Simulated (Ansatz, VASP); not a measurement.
# Cross-check of BaNaLaWO6 between VASP and Ansatz, part 2 of 2

Aim: how closely do two programs agree when they are given the same cell, functional and k mesh? The cell is taken from a series of runs on this material, whose earlier steps may have relaxed, scaled, displaced or heated it; both programs get it as it stands.

VASP 6.6.1 and Ansatz 0.2.0.

So far: The starting structure; VASP: dielectric response, PBE.

## Step 3: Ansatz: dielectric response, PBE

Level of this step: Ansatz beside VASP: Kohn-Sham DFT, plane waves, PBE (Ansatz).

Ansatz runs on its PAW soft_1 files.

The same cell, functional and mesh now go to Ansatz, which takes its cutoff from its data sets.

The input, input.yaml:

```yaml
crystal:
  lattice:
    - [0.0, 4.32373871, 4.32373871]
    - [4.32373871, 0.0, 4.32373871]
    - [4.32373871, 4.32373871, 0.0]
  atoms:
    - { symbol: Na, position: [0.75, 0.75, 0.75] }
    - { symbol: Ba, position: [0.25, 0.25, 0.25] }
    - { symbol: La, position: [0.0, 0.0, 0.0] }
    - { symbol: W, position: [0.5, 0.5, 0.5] }
    - { symbol: O, position: [0.7244845028, 0.2755154972, 0.2755154972] }
    - { symbol: O, position: [0.2755154972, 0.7244845028, 0.7244845028] }
    - { symbol: O, position: [0.7244845028, 0.7244845028, 0.2755154972] }
    - { symbol: O, position: [0.2755154972, 0.2755154972, 0.7244845028] }
    - { symbol: O, position: [0.2755154972, 0.7244845028, 0.2755154972] }
    - { symbol: O, position: [0.7244845028, 0.2755154972, 0.7244845028] }
kpoints:
  mp_grid: { grid: [4, 4, 4] }
hamiltonian:
  xc: pbe
  pseudopotentials: { kind: paw, azcp: { folder: soft_1 } }
scf:
  occupations: { method: fixed }
dielectric: {}
```

Run with:

```console
ansatz run input.yaml --threads 2 --pin off --max-ram 92160MiB --backend cuda --events-out ev --progress --plain --runs-dir out --devices 1 --max-vram 13GiB
```

Numbers of over 12 decimals in the logs are rounded to 6 here.

What it wrote:

```text
GPUs: using 1 of 1 available (devices: 1).
Engine: ansatz 0.2.0, x86_64-unknown-linux-gnu
Pseudopotentials: kind: paw
Pseudopotential: Na, paw, valence charge 9, recommended cutoff 420 eV (normal), soft_1/Na.paw.azcp
Pseudopotential: Ba, paw, valence charge 10, recommended cutoff 420 eV (normal), soft_1/Ba.paw.azcp
Pseudopotential: La, paw, valence charge 11, recommended cutoff 420 eV (normal), soft_1/La.paw.azcp
Pseudopotential: W, paw, valence charge 14, recommended cutoff 420 eV (normal), soft_1/W.paw.azcp
Pseudopotential: O, paw, valence charge 6, recommended cutoff 420 eV (normal), soft_1/O.paw.azcp
Functional definition: PBE
  parameter kappa = 0.804
  parameter beta = 0.066725
  exchange = pbe_x(kappa = kappa, mu = beta*pi^2/3)
  correlation = pbe_c(beta = beta)
device memory: the entry about to start is reckoned to put 2.6 GiB on a device that reports 37.7 GiB free (of which the cap on the GPU budget leaves the run 13.0 GiB)
GPU FFT provider: cuFFT
GPU libraries: cuBLAS 13.8.2, cuFFT 12.4.0, cuSOLVER 12.3.4
Crystal: 10 atoms, lattice volume = 161.662 Å³
Basis set: ecut = 420 eV, 3143 PW (Γ), exchange–correlation on 90×90×90 points (8 copies of the dense FFT grid, shifted against one another)
Bands: 50, of which v1, the nominal top of the filled ones, is band 40 counted from 1 (39 counted from 0)
Symmetry: 24 space group operations
k-points: 18 of 64 (irreducible under 4 space group operations, time reversal used)
Non-local potential: Na, projectors of the file, l = 0: 3, l = 1: 2, l = 2: 1
Non-local potential: Ba, projectors of the file, l = 0: 3, l = 1: 2, l = 2: 2, l = 3: 2
Non-local potential: La, projectors of the file, l = 0: 3, l = 1: 2, l = 2: 2, l = 3: 3
Non-local potential: W, projectors of the file, l = 0: 3, l = 1: 2, l = 2: 2, l = 3: 1
Non-local potential: O, projectors of the file, l = 0: 2, l = 1: 2, l = 2: 1
PAW form: soft (Blöchl's): semilocal exchange-correlation on the pseudo side does not see the compensation charge
PAW one-centre angular grid: Na, 110 points (default); XC on 64 Gauss nodes
PAW one-centre angular grid: Ba, 194 points (default); XC on 64 Gauss nodes
PAW one-centre angular grid: La, 590 points (default); XC on 64 Gauss nodes
PAW one-centre angular grid: W, 590 points (default); XC on 64 Gauss nodes
PAW one-centre angular grid: O, 110 points (default); XC on 64 Gauss nodes
Initial density: superposition of atomic densities (chi_scale 0.1, normalization cell, long waves kept (reshape's long-wave potential 0.02 eV rms))
Initial wavefunctions: pseudopotential atomic-orbital guess
GPU buffer pool allocated for 91125 grid points (all kernels)
GPU transforms: local potential and band sums: pruned to the plane-wave sphere, on 45×45×45
Functional: x = pbe(κ = 0.804, μ = 0.219515), c = pbe(β = 0.066725)
SCF iter   1: F=—  HF=-27497.358844 eV  |F-HF|=—  |Δ(HF+E_count)|=         —  Δρ=1.00e-1  dr2=5.02e1  ethr=3.10e-3  ⟨swp⟩=4.0  Hψ=2807  notcnv=0  defer=64
preconditioner: auto → Resta (q_TF=auto, 2.426 Å⁻¹)  ε∞=6.5  [insulator: Δε(μ)=1.084 eV  Ē_g=9.604 eV  n_scr=50 (ndim 8)  ℏωp=22.6 eV  f_vac=0.000  ε∞_Penn≈6.5]
SCF iter   2: F=—  HF=-27489.036562 eV  |F-HF|=—  |Δ(HF+E_count)|=    8.32e0  Δρ=4.32e-2  dr2=3.85e0  ethr=3.10e-3  ⟨swp⟩=4.8  Hψ=2370  notcnv=0  defer=124
SCF iter   3: F=—  HF=-27488.341863 eV  |F-HF|=—  |Δ(HF+E_count)|=   6.95e-1  Δρ=2.35e-2  dr2=7.05e-1  ethr=3.10e-3  ⟨swp⟩=3.1  Hψ=1583  notcnv=0  defer=126
SCF iter   4: F=—  HF=-27488.238747 eV  |F-HF|=—  |Δ(HF+E_count)|=   1.03e-1  Δρ=1.05e-2  dr2=2.41e-1  ethr=8.81e-4  ⟨swp⟩=2.6  Hψ=1286  notcnv=0  defer=131
SCF iter   5: F=—  HF=-27488.219054 eV  |F-HF|=—  |Δ(HF+E_count)|=   1.97e-2  Δρ=2.86e-3  dr2=2.70e-2  ethr=3.01e-4  ⟨swp⟩=3.0  Hψ=1391  notcnv=0  defer=130
SCF iter   6: F=—  HF=-27488.223901 eV  |F-HF|=—  |Δ(HF+E_count)|=   4.85e-3  Δρ=7.49e-4  dr2=2.50e-3  ethr=3.37e-5  ⟨swp⟩=2.7  Hψ=1497  notcnv=0  defer=138
SCF iter   7: F=—  HF=-27488.223756 eV  |F-HF|=—  |Δ(HF+E_count)|=   1.45e-4  Δρ=3.31e-4  dr2=3.03e-4  ethr=3.13e-6  ⟨swp⟩=2.3  Hψ=1543  notcnv=0  defer=135
SCF iter   8: F=—  HF=-27488.223594 eV  |F-HF|=—  |Δ(HF+E_count)|=   1.62e-4  Δρ=1.51e-4  dr2=4.43e-5  ethr=3.79e-7  ⟨swp⟩=2.0  Hψ=1464  notcnv=0  defer=133
SCF iter   9: F=—  HF=-27488.223527 eV  |F-HF|=—  |Δ(HF+E_count)|=   6.75e-5  Δρ=4.10e-5  dr2=2.61e-6  ethr=5.54e-8  ⟨swp⟩=2.0  Hψ=1463  notcnv=0  defer=124
SCF iter  10: F=—  HF=-27488.223729 eV  |F-HF|=—  |Δ(HF+E_count)|=   2.02e-4  Δρ=1.42e-5  dr2=3.51e-7  ethr=3.26e-9  ⟨swp⟩=2.0  Hψ=1550  notcnv=0  defer=124
SCF iter  11: F=—  HF=-27488.223729 eV  |F-HF|=—  |Δ(HF+E_count)|=   8.86e-8  Δρ=3.23e-6  dr2=2.12e-8  ethr=4.39e-10  ⟨swp⟩=2.0  Hψ=1442  notcnv=0  defer=124
SCF iter  12: F=—  HF=-27488.223729 eV  |F-HF|=—  |Δ(HF+E_count)|=   3.07e-8  Δρ=1.02e-6  dr2=2.03e-9  ethr=2.65e-11  ⟨swp⟩=2.0  Hψ=1492  notcnv=0  defer=124
SCF iter  13: F=—  HF=-27488.223729 eV  |F-HF|=—  |Δ(HF+E_count)|=   2.26e-9  Δρ=8.61e-7  dr2=1.11e-9  ethr=2.54e-12  ⟨swp⟩=2.0  Hψ=1386  notcnv=0  defer=124
SCF iter  14: F=-27488.223729 eV  HF=-27488.223729 eV  |F-HF|=1.82e-11  |Δ(HF+E_count)|=  1.96e-10  Δρ=1.79e-7  dr2=4.23e-11  ethr=1.00e-12  ⟨swp⟩=12.9  Hψ=4704  notcnv=0
SCF 1 converged in 14 iterations: F = -27488.223729 eV  dr2 = 4.23e-11
[...]
device memory: the entry about to start is reckoned to put 1.7 GiB (of the 1.7 GiB reckoned in all, the device holds 0.1 GiB already) on a device that reports 39.7 GiB free (of which the cap on the GPU budget leaves the run 12.9 GiB)
DFPT response loops at Γ: preconditioner auto → Resta (q_TF=auto, 2.426 Å⁻¹)  ε∞=4.9 (no band partly filled); β = 1.00, the filter's whole step (`scf.mixing.beta` (0.50) is not read by the response loops at its default; to damp them type it under 1.00, their step now; it binds the ground state too); Broyden in place of MSR1
── the response to a field inside a basis, on 4×4×4 k-points: an SCF that follows is theirs, and a resumed run solves both again ──
device memory: the entry about to start is reckoned to put 0.4 GiB on a device that reports 30.6 GiB free (of which the cap on the GPU budget leaves the run 12.9 GiB)
GPU FFT provider: cuFFT
GPU libraries: cuBLAS 13.8.2, cuFFT 12.4.0, cuSOLVER 12.3.4
Bands: 41, of which v1, the nominal top of the filled ones, is band 40 counted from 1 (39 counted from 0)
k-points: 10 of 64 (irreducible under 6 space group operations, time reversal used)
Initial density: handed on by an earlier stage of this run
Initial wavefunctions: pseudopotential atomic-orbital guess (no wavefunctions were taken with the density)
GPU buffer pool allocated for 91125 grid points (all kernels)
GPU transforms: band sums: pruned to the plane-wave sphere, on 45×45×45
Eigensolver: Dense (10 Hₖ)
SCF iter   1: F=—  HF=-27487.947697 eV  |F-HF|=—  |Δ(HF+E_count)|=         —  Δρ=5.05e-4  dr2=1.40e-4  ethr=1.00e-1
preconditioner: auto → Resta (q_TF=auto, 2.426 Å⁻¹)  ε∞=5.4  [insulator: Δε(μ)=2.683 eV  Ē_g=11.341 eV  n_scr=50 (ndim 8)  ℏωp=23.7 eV  f_vac=0.055  ε∞_Penn≈5.4]
SCF iter   2: F=—  HF=-27487.947746 eV  |F-HF|=—  |Δ(HF+E_count)|=   4.87e-5  Δρ=2.57e-4  dr2=5.61e-5  ethr=1.75e-7
SCF iter   3: F=—  HF=-27487.947773 eV  |F-HF|=—  |Δ(HF+E_count)|=   2.73e-5  Δρ=1.51e-4  dr2=2.49e-5  ethr=7.01e-8
SCF iter   4: F=—  HF=-27487.947770 eV  |F-HF|=—  |Δ(HF+E_count)|=   3.61e-6  Δρ=1.82e-5  dr2=7.35e-7  ethr=3.12e-8
SCF iter   5: F=—  HF=-27487.947770 eV  |F-HF|=—  |Δ(HF+E_count)|=   3.12e-7  Δρ=7.23e-6  dr2=1.51e-7  ethr=9.19e-10
SCF iter   6: F=-27487.947770 eV  HF=-27487.947770 eV  |F-HF|=1.00e-9  |Δ(HF+E_count)|=   6.37e-8  Δρ=1.71e-6  dr2=1.11e-8  ethr=1.89e-10
SCF 1 converged in 6 iterations: F = -27487.947770 eV  dr2 = 1.11e-8
device memory: the entry about to start is reckoned to put 0.1 GiB on a device that reports 30.4 GiB free (of which the cap on the GPU budget leaves the run 12.9 GiB)
device memory: the entry about to start is reckoned to put 2.1 GiB on a device that reports 30.2 GiB free (of which the cap on the GPU budget leaves the run 12.7 GiB)
DFPT response loops at Γ: preconditioner auto → Resta (q_TF=auto, 2.426 Å⁻¹)  ε∞=4.7 (no band partly filled); β = 1.00, the filter's whole step (`scf.mixing.beta` (0.50) is not read by the response loops at its default; to damp them type it under 1.00, their step now; it binds the ground state too); Broyden in place of MSR1
SCF converged after 14 iterations
Free energy (F): -27488.223729 eV
Harris-Foulkes:  -27488.223729 eV  (|F-HF|=1.82e-11)
Internal energy: -27488.223729 eV  (E = F + TS)
E sigma→0 (E₀):  -27488.223729 eV
Fermi energy:    7.361218 eV
--- Per-component energies (eV) ---
  E_band       = -555.231053
  E_kinetic    = 1882.715346
  E_local      = -5600.534081  (includes V_loc(G=0)·N_el)
  E_nonlocal   = 746.274189
  E_hartree    = 2074.646420
  E_xc         = -1075.558284
  E_vxc        = -1099.997103  (∫ρ·V_xc dr)
  E_paw        = -20457.081967  (= ΣΔE_a)
  E_vpaw       = -632.986816  (= ΣTr[D̂ρ^β])
  E_aug_tail   = 0.004663  (compensation charges beyond the density's cutoff)
  E_ewald      = -5058.690013
  E_smearing   = -0.000000  (= −TS)
  E_closure    = 0.000000  (closes the sum)
  Σ components = -27488.223729   (vs F -27488.223729, Δ=0.00e0)
--- Band table (eV; the first three rows and the last of 18) ---
  k-point 0: bands = [... 36 lower, 6.7963, 7.3612, 7.3612, 7.3612, 10.0464, 10.0464, 10.0464, 11.3638, ... 6 higher]
  k-point 1: bands = [... 36 lower, 6.4750, 7.1976, 7.1976, 7.2402, 10.3492, 10.4383, 10.4383, 12.0216, ... 6 higher]
  k-point 2: bands = [... 36 lower, 6.5758, 7.0173, 7.0173, 7.0789, 10.7038, 10.8159, 10.8159, 12.4881, ... 6 higher]
  k-point 17: bands = [... 36 lower, 6.7051, 6.7615, 6.9927, 7.1356, 10.5800, 10.7318, 11.3392, 12.5703, ... 6 higher]
--- Dielectric response (ions clamped): 3 representative field directions + reference, inside a basis on a mesh of 64 k-points (Σ response iterations 18) ---
  ε∞ (high-frequency dielectric tensor):
        4.591341    -0.000000    -0.000000
       -0.000000     4.591341     0.000000
       -0.000000     0.000000     4.591341
  Born effective charges Z* (e; rows j = field, columns β = displacement):
    site 0:
         1.22490    0.00000    0.00000
        -0.00000    1.22490    0.00000
        -0.00000    0.00000    1.22490
    site 1:
         2.73857    0.00000    0.00000
        -0.00000    2.73857    0.00000
        -0.00000    0.00000    2.73857
    site 2:
         5.28177    0.00000    0.00000
        -0.00000    5.28177    0.00000
         0.00000    0.00000    5.28177
    site 3:
         8.15333    0.00000    0.00000
        -0.00000    8.15333    0.00000
        -0.00000    0.00000    8.15333
    site 4:
        -5.49451    0.00000    0.00000
        -0.00000   -1.60239   -0.23083
         0.00000   -0.23083   -1.60239
    site 5:
        -5.49451    0.00000    0.00000
        -0.00000   -1.60239    0.23083
        -0.00000    0.23083   -1.60239
    site 6:
        -1.60239    0.23083    0.00000
         0.23083   -1.60239    0.00000
        -0.00000   -0.00000   -5.49451
    site 7:
        -1.60239   -0.23083    0.00000
        -0.23083   -1.60239    0.00000
         0.00000   -0.00000   -5.49451
    site 8:
        -1.60239   -0.00000   -0.23083
        -0.00000   -5.49451   -0.00000
        -0.23083   -0.00000   -1.60239
    site 9:
        -1.60239    0.00000    0.23083
         0.00000   -5.49451    0.00000
         0.23083    0.00000   -1.60239
  Z* charge neutrality: 4.495e-3 e pre-enforcement
  solved inside a basis spanned on kpoints, on 4×4×4 k-points, its susceptibility summed on 8×8×8: ε∞ is read to err by 2.2e-2, Z* by 2.8e-2 e (field_mesh: kpoints solves on kpoints); Z* is corrected for what the basis lacks
```

## Step 4: Differences

Known differences besides the potentials themselves: fixed occupations in Ansatz, narrow Gaussian smearing in VASP; VASP's response is taken on the typed mesh, Ansatz refines its own for the field response alone; the data sets hold 80 valence electrons in Ansatz (on its PAW soft_1 files) and 70 in VASP; the cutoff is 420 eV in Ansatz and 520 eV in VASP; VASP's log repeats an internal error in its field response. Total energies have different zeros and are not compared.

Compared:

```csv
quantity,Ansatz,VASP,difference
ε∞ xx,4.59,4.64,-1.15 %
ε∞ yy,4.59,4.64,-1.15 %
ε∞ zz,4.59,4.64,-1.15 %
Born charge of Na1 (mean of the diagonal) (e),1.22,1.21,+0.01
Born charge of Ba2 (mean of the diagonal) (e),2.74,2.73,+0.01
Born charge of La3 (mean of the diagonal) (e),5.28,5.40,-0.11
Born charge of W4 (mean of the diagonal) (e),8.15,8.22,-0.07
Born charge of O5 (mean of the diagonal) (e),-2.90,-2.93,+0.03
```

## Step 5: Outcome

```yaml
difference_in_eps_infinity_xx_dielectric_response_pbe: -1.2 %
```

The difference in ε∞ xx is -1.2 % (dielectric response, PBE), within the 5 % picked in this series as the mark of a large difference. The data sets hold unlike numbers of valence electrons (80 in Ansatz and 70 in VASP), so part of the differences comes from the potentials. How closely two codes agree says nothing of how well the functional describes the real material.

[Lines on the potential files, build, host, timing and source positions are cut from VASP's logs without a mark.]

[Logs are printed without paths, hosts, clocks, repeated set-up lines and the standing remarks that a program may print on its own settings, such as how far it seeks lower states.]

[Hosts, paths, dates, database ids (printed as entryN), source tags and the programs' standing remarks are cut or masked in the printed files.]
